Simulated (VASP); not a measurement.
Consider the following.

```
CELL_PARAMETERS angstrom
      1.72896    -2.99464     0.00000
      1.72896     2.99464     0.00000
      0.00000     0.00000     5.30070
ATOMIC_POSITIONS crystal
  Tl 0.33333 0.66667 0.25000
  Tl 0.66667 0.33333 0.75000
```

Method: LDA (Ceperley-Alder, Perdew-Zunger), VASP's LDA PAW potentials (set 64) (plane waves; VASP). Run with 500 eV cut-off, 12×12×7 Γ-centred mesh, first-order Methfessel-Paxton smearing of 0.10 eV, potentials Tl_d.

Unless said otherwise, spin-orbit coupling is left out, though it shifts the bands of the heavy elements here.

**Question.** What does the run give for the energy per atom (σ→0), band gap (on the k-mesh) with the smallest direct gap where there is one?

**Answer.** 
The band gap (on the k-mesh) comes out as none (metal, semimetal or under 0.01 eV) and the energy per atom (σ→0) is -2.935 eV/atom.

Total energies compare only between runs with the same potentials, cut-off and functional.

The compound is Tl in the hcp structure. It was relaxed first.
